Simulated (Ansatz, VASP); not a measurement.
# Ti9Al44O84 (glassy 29TiO2-71Al2O3 (mol %)) in two plane-wave programs

Wanted: the spread between two codes on one cell, functional and k mesh. The cell is taken from a series of runs on this material, whose earlier steps may have relaxed, scaled, displaced or heated it; both programs get it as it stands.

Method: plane waves, with VASP 6.6.1 beside it; single point at RPBE, in Ansatz 0.2.0.

### Step 1. Set-up

The cell holds 137 atoms: 9 Ti, 44 Al and 84 O. Its edges and angles: a = 11.468 Å, b = 11.468 Å, c = 11.468 Å, α = 90.0°, β = 90.0°, γ = 90.0°. As first built, before any earlier steps moved the atoms (in the runner's words): 137 atoms (9 Ti, 44 Al, 84 O) placed at random at 3.12 g/cm^3, melted at 4000 K for 10 ps at fixed volume with the Morse and Coulomb pair potential with partial charges (Pedone, Malavasi, Menziani, Cormack and Segre, J. Phys. Chem. B 110, 11780 (2006)). Quenched from 4000 K to 300 K at 300 K/ps and fixed volume, held 10 ps at zero pressure.

### Step 2. Ansatz: single point, RPBE

Ansatz runs on its PAW soft_1 files.

With cell and atoms fixed, the geometry can't cause a difference; cores, projectors, grids and the points listed under the comparison can.

input.yaml reads:

```yaml
crystal:
  lattice:
    - [11.46801, 0.0, 0.0]
    - [0.0, 11.46801, 0.0]
    - [0.0, 0.0, 11.46801]
  atoms:
    - { symbol: Ti, position: [0.44237, 0.80186, 0.38655] }
    - { symbol: Ti, position: [0.34176, 0.52443, 0.82477] }
    - { symbol: Ti, position: [0.14942, 0.77345, 0.43022] }
    - { symbol: Ti, position: [0.79533, 0.42933, 0.55648] }
    - { symbol: Ti, position: [0.25816, 0.34933, 0.06109] }
    - { symbol: Ti, position: [0.83575, 0.72605, 0.52796] }
    - { symbol: Ti, position: [0.33678, 0.1084, 0.17014] }
    - { symbol: Ti, position: [0.45418, 0.50444, 0.34043] }
    - { symbol: Ti, position: [0.00858, 0.94631, 0.21344] }
    - { symbol: Al, position: [0.41213, 0.60848, 0.05839] }
    - { symbol: Al, position: [0.98685, 0.17526, 0.62222] }
    - { symbol: Al, position: [0.81477, 0.58183, 0.20442] }
    - { symbol: Al, position: [0.92955, 0.52965, 0.78146] }
    - { symbol: Al, position: [0.74638, 0.06107, 0.16717] }
    - { symbol: Al, position: [0.73165, 0.7394, 0.78614] }
    - { symbol: Al, position: [0.14467, 0.73429, 0.93546] }
    - { symbol: Al, position: [0.60678, 0.46814, 0.13146] }
    - { symbol: Al, position: [0.7395, 0.50829, 0.93437] }
    - { symbol: Al, position: [0.19768, 0.56517, 0.22058] }
    - { symbol: Al, position: [0.74164, 0.95546, 0.94003] }
    - { symbol: Al, position: [0.64763, 0.73539, 0.05164] }
    - { symbol: Al, position: [0.60622, 0.12857, 0.61176] }
    - { symbol: Al, position: [0.51398, 0.96612, 0.06419] }
    - { symbol: Al, position: [0.66089, 0.97575, 0.42047] }
    - { symbol: Al, position: [0.42164, 0.79274, 0.91531] }
    - { symbol: Al, position: [0.36094, 0.75271, 0.64146] }
    - { symbol: Al, position: [0.24206, 0.9219, 0.82938] }
    - { symbol: Al, position: [0.52228, 0.30178, 0.46912] }
    - { symbol: Al, position: [0.99934, 0.52444, 0.05744] }
    - { symbol: Al, position: [0.138, 0.05804, 0.39261] }
[... 101 atom lines left out ...]
    - { symbol: O, position: [0.42754, 0.64097, 0.90402] }
    - { symbol: O, position: [0.00767, 0.61622, 0.69219] }
    - { symbol: O, position: [0.14689, 0.36446, 0.51068] }
    - { symbol: O, position: [0.58855, 0.76902, 0.74142] }
    - { symbol: O, position: [0.31625, 0.06513, 0.86503] }
    - { symbol: O, position: [0.36955, 0.29049, 0.15826] }
kpoints:
  mp_grid: { grid: [1, 1, 1] }
hamiltonian:
  xc: rpbe
  pseudopotentials: { kind: paw, azcp: { folder: soft_1 } }
scf:
  occupations: { method: fixed }
output:
  forces: true
  stress: true
  populations: true
  dos:
    method: { smearing: { sigma: 0.15 } }
    de: 0.1
    projected: { site_lists: { Al: [Al], O: [O], Ti: [Ti] } }
  eigenvalues: true
```

Started as:

```sh
ansatz run input.yaml --threads 4 --pin off --max-ram 8192MiB --backend cpu --events-out ev --progress --plain --runs-dir out
```

Numbers of over 12 decimals in the logs are rounded to 6 here.

What it wrote:

```text
Engine: ansatz 0.2.0, aarch64-unknown-linux-gnu
Pseudopotentials: kind: paw
Pseudopotential: Ti, paw, valence charge 12, recommended cutoff 420 eV (normal), soft_1/Ti.paw.azcp
Pseudopotential: Al, paw, valence charge 3, recommended cutoff 420 eV (normal), soft_1/Al.paw.azcp
Pseudopotential: O, paw, valence charge 6, recommended cutoff 420 eV (normal), soft_1/O.paw.azcp
Functional definition: RPBE
  parameter kappa = 0.804
  parameter beta = 0.066725
  exchange = rpbe_x(kappa = kappa, mu = beta*pi^2/3)
  correlation = pbe_c(beta = beta)
Crystal: 137 atoms, lattice volume = 1508.218 Å³
Basis set: ecut = 420 eV, 29423 PW (Γ), exchange–correlation on 160×160×160 points (8 copies of the dense FFT grid, shifted against one another)
Bands: 509, of which v1, the nominal top of the filled ones, is band 372 counted from 1 (371 counted from 0)
Symmetry: 1 space group operations
Space group: P1 (ITA 1), of the structure as read, at distance tolerance 1.1e-4 Å
k-points: 1
Non-local potential: Ti, projectors of the file, l = 0: 3, l = 1: 2, l = 2: 3, l = 3: 1
Non-local potential: Al, projectors of the file, l = 0: 2, l = 1: 2, l = 2: 1
Non-local potential: O, projectors of the file, l = 0: 2, l = 1: 2, l = 2: 1
PAW form: soft (Blöchl's): semilocal exchange-correlation on the pseudo side does not see the compensation charge
PAW frozen core: Ti, regenerated for the run's functional, and the local potential with it (the file was generated under x = pbe(κ = 0.804, μ = 0.219515), c = pbe(β = 0.066725))
PAW frozen core: Al, regenerated for the run's functional, and the local potential with it (the file was generated under x = pbe(κ = 0.804, μ = 0.219515), c = pbe(β = 0.066725))
PAW frozen core: O, regenerated for the run's functional, and the local potential with it (the file was generated under x = pbe(κ = 0.804, μ = 0.219515), c = pbe(β = 0.066725))
PAW one-centre angular grid: Ti, 590 points (default); XC on 64 Gauss nodes
PAW one-centre angular grid: Al, 110 points (default); XC on 64 Gauss nodes
PAW one-centre angular grid: O, 110 points (default); XC on 64 Gauss nodes
Initial density: superposition of atomic densities (chi_scale 0.1, normalization cell, long waves kept (reshape's long-wave potential 0.87 eV rms))
Initial wavefunctions: pseudopotential atomic-orbital guess
Functional: x = rpbe, c = pbe(β = 0.066725)
SCF iter   1: F=—  HF=-94364.935942 eV  |F-HF|=—  |Δ(HF+E_count)|=         —  Δρ=1.26e-1  dr2=4.25e2  ethr=3.10e-3  ⟨swp⟩=4.0  Hψ=1669  notcnv=0  defer=132
preconditioner: auto → Resta (q_TF=auto, 2.425 Å⁻¹)  ε∞=4.2  [insulator: Δε(μ)=0.128 eV  Ē_g=13.929 eV  n_scr=364 (ndim 8)  ℏωp=24.8 eV  f_vac=0.011  ε∞_Penn≈4.2]
SCF iter   2: F=—  HF=-94326.087213 eV  |F-HF|=—  |Δ(HF+E_count)|=    3.88e1  Δρ=7.35e-2  dr2=9.55e1  ethr=3.10e-3  ⟨swp⟩=3.0  Hψ=1305  notcnv=0  defer=133
SCF iter   3: F=—  HF=-94304.256641 eV  |F-HF|=—  |Δ(HF+E_count)|=    2.18e1  Δρ=3.59e-2  dr2=2.29e1  ethr=3.10e-3  ⟨swp⟩=2.0  Hψ=959  notcnv=0  defer=131
SCF iter   4: F=—  HF=-94303.247152 eV  |F-HF|=—  |Δ(HF+E_count)|=    1.01e0  Δρ=3.19e-2  dr2=1.95e1  ethr=3.08e-3  ⟨swp⟩=2.0  Hψ=962  notcnv=0  defer=134
SCF iter   5: F=—  HF=-94300.896662 eV  |F-HF|=—  |Δ(HF+E_count)|=    2.35e0  Δρ=1.09e-2  dr2=1.63e0  ethr=2.62e-3  ⟨swp⟩=4.0  Hψ=1350  notcnv=0  defer=128
SCF iter   6: F=—  HF=-94301.088023 eV  |F-HF|=—  |Δ(HF+E_count)|=   1.91e-1  Δρ=5.19e-3  dr2=4.93e-1  ethr=2.20e-4  ⟨swp⟩=3.0  Hψ=749  notcnv=0  defer=135
SCF iter   7: F=—  HF=-94301.142985 eV  |F-HF|=—  |Δ(HF+E_count)|=   5.50e-2  Δρ=1.87e-3  dr2=6.34e-2  ethr=6.63e-5  ⟨swp⟩=3.0  Hψ=758  notcnv=0  defer=135
SCF iter   8: F=—  HF=-94301.188703 eV  |F-HF|=—  |Δ(HF+E_count)|=   4.57e-2  Δρ=9.45e-4  dr2=1.60e-2  ethr=8.53e-6  ⟨swp⟩=3.0  Hψ=962  notcnv=0  defer=135
SCF iter   9: F=—  HF=-94301.207974 eV  |F-HF|=—  |Δ(HF+E_count)|=   1.93e-2  Δρ=5.14e-4  dr2=4.89e-3  ethr=2.15e-6  ⟨swp⟩=2.0  Hψ=726  notcnv=0  defer=135
SCF iter  10: F=—  HF=-94301.209742 eV  |F-HF|=—  |Δ(HF+E_count)|=   1.77e-3  Δρ=2.62e-4  dr2=1.18e-3  ethr=6.57e-7  ⟨swp⟩=2.0  Hψ=745  notcnv=0  defer=135
SCF iter  11: F=—  HF=-94301.210331 eV  |F-HF|=—  |Δ(HF+E_count)|=   5.89e-4  Δρ=1.08e-4  dr2=1.90e-4  ethr=1.58e-7  ⟨swp⟩=2.0  Hψ=727  notcnv=0  defer=135
SCF iter  12: F=—  HF=-94301.210521 eV  |F-HF|=—  |Δ(HF+E_count)|=   1.90e-4  Δρ=5.80e-5  dr2=5.09e-5  ethr=2.55e-8  ⟨swp⟩=2.0  Hψ=682  notcnv=0  defer=133
SCF iter  13: F=—  HF=-94301.210216 eV  |F-HF|=—  |Δ(HF+E_count)|=   3.05e-4  Δρ=2.08e-5  dr2=6.58e-6  ethr=6.84e-9  ⟨swp⟩=2.0  Hψ=736  notcnv=0  defer=133
SCF iter  14: F=—  HF=-94301.210224 eV  |F-HF|=—  |Δ(HF+E_count)|=   7.08e-6  Δρ=1.49e-5  dr2=3.73e-6  ethr=8.84e-10  ⟨swp⟩=2.0  Hψ=727  notcnv=0  defer=133
[...]
atom 129  O      0.06507783     1.06522903     0.72274020
  atom 130  O     -0.15064375    -0.13133577     0.14158629
  atom 131  O      0.01618241    -0.00968292    -0.00665247
  atom 132  O     -0.09354832    -0.10769284    -0.08781501
  atom 133  O      0.05088620     0.15416115    -0.26112961
  atom 134  O     -0.05302057     0.07570832    -0.04539549
  atom 135  O     -0.00091784    -0.05699579    -0.11298010
  atom 136  O     -0.03184158    -0.03279205    -0.01040624
  atom 137  O     -0.09291828     0.07052734    -0.03620152
  max |Σ_I F_I| component: 1.18e-4 eV/Å
--- Stress (GPa, compression-positive) ---
        8.815221       0.644596       0.832926
        0.644600       7.131677      -0.193079
        0.832929      -0.193072       9.222380
  P = ⅓ Tr σ = 8.3898 GPa (83.898 kbar)
--- Band table (eV) ---
  k-point 0: bands = [... 368 lower, 5.6463, 5.6718, 5.7314, 5.7452, 7.4715, 7.7882, 8.2971, 8.4676, ... 133 higher]
--- Löwdin populations: 137 sites ---
  site symbol       q [e]
     0     Ti     10.6068
     1     Ti     10.4710
     2     Ti     10.4533
     3     Ti     10.4531
     4     Ti     10.5207
     5     Ti     10.5171
     6     Ti     10.5343
     7     Ti     10.4968
     8     Ti     10.5335
     9     Al      1.7002
    10     Al      1.6356
    11     Al      1.6395
    12     Al      1.6526
    13     Al      1.6733
    14     Al      1.6375
    15     Al      1.6428
    16     Al      1.6596
    17     Al      1.6275
    18     Al      1.6426
    19     Al      1.6625
    20     Al      1.6431
    21     Al      1.6613
    22     Al      1.6688
    23     Al      1.6552
[...]
129      O      6.6904
   130      O      6.8410
   131      O      6.7373
   132      O      6.8831
   133      O      6.8506
   134      O      6.8617
   135      O      6.8218
   136      O      6.6444
  spilling = 0.006987 (of n_electrons = 744.000000)
```

### Step 3. VASP: single point, RPBE

The same cell, functional and mesh now go to VASP, with its own data sets.

Lines of VASP's logs that name or quote its potential files are left out, and so is its time.

INCAR reads:

```
SYSTEM = Ti9Al44O84
PREC = Accurate
ENCUT = 600
EDIFF = 1E-06
NELM = 120
ISMEAR = 0
SIGMA = 0.01
LREAL = Auto
ALGO = Normal
GGA = RP
NBANDS = 467
LASPH = .TRUE.
LORBIT = 11
LWAVE = .FALSE.
LCHARG = .FALSE.
ISIF = 2
GGA_COMPAT = .FALSE.
EFERMI = MIDGAP
```

POSCAR reads:

```
Ti9Al44O84
1.0
   11.4680100000      0.0000000000      0.0000000000
    0.0000000000     11.4680100000      0.0000000000
    0.0000000000      0.0000000000     11.4680100000
Ti Al O
9 44 84
Direct
    0.4423700000      0.8018600000      0.3865500000
    0.3417600000      0.5244300000      0.8247700000
    0.1494200000      0.7734500000      0.4302200000
    0.7953300000      0.4293300000      0.5564800000
    0.2581600000      0.3493300000      0.0610900000
    0.8357500000      0.7260500000      0.5279600000
    0.3367800000      0.1084000000      0.1701400000
    0.4541800000      0.5044400000      0.3404300000
    0.0085800000      0.9463100000      0.2134400000
    0.4121300000      0.6084800000      0.0583900000
    0.9868500000      0.1752600000      0.6222200000
    0.8147700000      0.5818300000      0.2044200000
    0.9295500000      0.5296500000      0.7814600000
    0.7463800000      0.0610700000      0.1671700000
    0.7316500000      0.7394000000      0.7861400000
    0.1446700000      0.7342900000      0.9354600000
    0.6067800000      0.4681400000      0.1314600000
    0.7395000000      0.5082900000      0.9343700000
    0.1976800000      0.5651700000      0.2205800000
    0.7416400000      0.9554600000      0.9400300000
    0.6476300000      0.7353900000      0.0516400000
    0.6062200000      0.1285700000      0.6117600000
    0.5139800000      0.9661200000      0.0641900000
    0.6608900000      0.9757500000      0.4204700000
    0.4216400000      0.7927400000      0.9153100000
    0.3609400000      0.7527100000      0.6414600000
    0.2420600000      0.9219000000      0.8293800000
    0.5222800000      0.3017800000      0.4691200000
    0.9993400000      0.5244400000      0.0574400000
    0.1380000000      0.0580400000      0.3926100000
[... 101 atom lines left out ...]
    0.4275400000      0.6409700000      0.9040200000
    0.0076700000      0.6162200000      0.6921900000
    0.1468900000      0.3644600000      0.5106800000
    0.5885500000      0.7690200000      0.7414200000
    0.3162500000      0.0651300000      0.8650300000
    0.3695500000      0.2904900000      0.1582600000
```

KPOINTS reads:

```
Automatic mesh
0
Gamma
1 1 1
0 0 0
```

PAW data sets: Ti_sv, Al and O (PBE family, release 64).

Started as:

```sh
export OMP_NUM_THREADS=3
mpirun -np 1 vasp_gam
```

What it wrote:

```text
[banner, memory and clock lines left out]
running    1 mpi-ranks, on    1 nodes
[...]
Offloading initialized ...    1 GPUs detected
[...]
|                                                                             |
|               ----> ADVICE to this user running VASP <----                  |
|                                                                             |
|     You enforced a specific xc type in the INCAR file but a different       |
|     [... a line on the potential file left out ...]
|     I HOPE YOU KNOW WHAT YOU ARE DOING!                                     |
|                                                                             |

 LDA part: xc-table for (Slater+PW92), standard interpolation
 POSCAR, INCAR and KPOINTS ok, starting setup
[...]
entering main loop
       N       E                     dE             d eps       ncg     rms          rms(c)
DAV:   1     0.987690340193E+04    0.98769E+04   -0.45985E+05   934   0.188E+03
DAV:   2     0.306351360055E+03   -0.95706E+04   -0.89326E+04  1086   0.482E+02
DAV:   3    -0.108841994262E+04   -0.13948E+04   -0.13709E+04  1057   0.195E+02
DAV:   4    -0.117745733049E+04   -0.89037E+02   -0.88576E+02  1276   0.505E+01
[...]
DAV:  19    -0.991067515465E+03   -0.69601E-05   -0.26550E-05  1260   0.122E-02    0.106E-02
DAV:  20    -0.991067516901E+03   -0.14358E-05   -0.93651E-06   972   0.653E-03    0.686E-03
DAV:  21    -0.991067516546E+03    0.35446E-06   -0.31978E-06   852   0.467E-03
   1 F= -.99106752E+03 E0= -.99106752E+03  d E =0.000000E+00
```

From OUTCAR (step 3):

```text
  Total       77.9317453     62.2929595     81.6651437      6.1247364     -1.7968158      8.0041895
  in kB       82.7867428     66.1736908     86.7527248      6.5062957     -1.9087540      8.5028351
  external PRESSURE =      78.5710528 kB  Pullay stress =       0.0000000 kB

 POSITION                                       TOTAL-FORCE (eV/Angst)
 -----------------------------------------------------------------------------------
      5.07310      9.19574      4.43296         0.853684      0.034524      0.154258
[...]
10.71846      5.45441      5.22173        -0.012760      0.234014      0.021101
      5.40992      5.21668      5.70488         0.021958      0.071213     -0.004450
     11.09129      6.21887      2.50186         0.191869      0.143473      0.277346
      5.83985      1.41320      0.73177        -0.037340      0.014881      0.052897
      0.99519     10.47901      4.40360         0.404996     -1.278215      0.494896
     10.59564      9.41684      2.64808         0.036749     -0.175058      0.211307
      8.17600      0.24152      6.45259         0.018110     -0.128221     -0.086927
      8.82693      6.77668      6.47839         0.083001      0.569190     -0.076327
     10.30068      0.53028      1.40735         0.103205     -0.106755      0.106424
      7.91866     11.22191      9.08048         0.029948     -0.079379     -0.073536
      7.98208      4.19844     10.07728         0.025096      0.055533     -0.077151
      2.57285      5.39730      8.09458        -0.033184      0.127067     -0.071362
[...]
-----------------------------------------------------------------------------------
    total drift:                               -0.018488      0.027269     -0.016369

  FREE ENERGIE OF THE ION-ELECTRON SYSTEM (eV)
  ---------------------------------------------------
  free  energy   TOTEN  =      -991.0675165461 eV

  energy  without entropy=     -991.0675165461  energy(sigma->0) =     -991.06751655

[... 3 further parts left out ...]
[key lines of the parts left out:]
E-fermi :   4.8385
```

The run ends at a pressure of 7.86 GPa, with forces up to 1.8 eV/Å.

### Step 4. Comparison

Known differences besides the potentials themselves: fixed occupations in Ansatz, narrow Gaussian smearing in VASP; the cutoff is 420 eV in Ansatz and 600 eV in VASP (PREC = Accurate, projectors in real space); Ansatz makes its cores anew for this functional, VASP keeps those of its PBE data sets. Total energies have different zeros and are not compared.

Both answers:

```tsv
quantity	Ansatz	VASP	difference
pressure (GPa)	8.39	7.86	+0.53
gap on the k mesh (eV)	1.726	1.701	+0.025
```

Forces on 9 of the 137 atoms, those with the largest forces and the largest differences (eV/Å; atoms numbered as in POSCAR):

```tsv
atom	Ansatz x, y, z	VASP x, y, z
Ti1	0.877, 0.061, 0.187	0.854, 0.035, 0.154
Ti6	-1.193, 0.046, 0.372	-1.178, 0.092, 0.392
O63	-1.170, -0.230, 0.651	-1.197, -0.224, 0.601
O64	-0.457, 0.534, -1.200	-0.425, 0.508, -1.142
O77	0.413, -1.378, 0.511	0.405, -1.278, 0.495
O78	0.115, -0.093, 0.185	0.037, -0.175, 0.211
O90	0.003, -0.048, 0.215	0.097, -0.091, 0.189
O110	1.568, 0.315, -0.630	1.599, 0.299, -0.649
O129	0.065, 1.065, 0.723	0.045, 1.001, 0.663
```

The forces differ by 25 meV/Å r.m.s., which is 10.8 % of the r.m.s. force of 0.229 eV/Å (both taken over all components). A gap on the mesh is an upper bound, since the band edges may lie between its points.

### Step 5. What came out

- r.m.s. force difference (single point, RPBE): 11 % of the r.m.s. force
- difference in pressure (single point, RPBE): 0.53 GPa

In words: The r.m.s. force difference is 11 % of the r.m.s. force (single point, RPBE), beyond the 3 % picked in this series as the mark of a large difference. What causes the difference of the single point, RPBE pair stays open here. How closely two codes agree says nothing of how well the functional describes the real material.

[Lines on the potential files, build, host, timing and source positions are cut from VASP's logs without a mark.]

[Logs are printed without paths, hosts, clocks, repeated set-up lines and the standing remarks that a program may print on its own settings, such as how far it seeks lower states.]

[Hosts, paths, dates, database ids (printed as entryN), source tags and the programs' standing remarks are cut or masked in the printed files.]
